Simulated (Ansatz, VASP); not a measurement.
ScCd2 in VASP and in Ansatz

```
CELL_PARAMETERS angstrom
6.72890 0.00000 0.00000
0.00000 6.72890 0.00000
0.00000 0.00000 4.34314
ATOMIC_POSITIONS crystal
Sc 0.00000 0.00000 0.00000
Sc 0.50000 0.50000 0.50000
Cd 0.30071 0.30071 0.00000
Cd 0.19929 0.80071 0.50000
Cd 0.69929 0.69929 0.00000
Cd 0.80071 0.19929 0.50000
```

Alike in both runs: functional PBE; k mesh 4 × 4 × 4; occupations gaussian, width 0.1 eV; no spin polarisation.

Ansatz relaxed the structure, and its values are those at the end. VASP's run is a single point on that final structure, the one shown.

|  | VASP | Ansatz |
| --- | --- | --- |
| version | VASP 6.6.1 | Ansatz 0.2.0 |
| potentials or method | VASP PAW PBE potentials, release 64 (Sc_sv, Cd) | scalar-relativistic, plane waves, PAW |
| plane-wave cutoff (eV) | 520 | 420 |
| valence electrons in the cell | 70 | 102 |

|  | VASP | Ansatz | Ansatz less VASP |
| --- | --- | --- | --- |
| gap on the k mesh at the Fermi level (eV) | none | none | - |
| pressure (GPa) | 0.3 | 0.2 | -0.10 |
| rms of the force components (eV/Å) | 0.004 | 0.003 | -0.0009 |

A gap of «none» marks a metal or a gap that the smearing closes. The two sets of potentials don't hold the same shells in valence.

Caveats: the k mesh is coarse (spacing up to 0.36 Å⁻¹), so the values aren't converged.
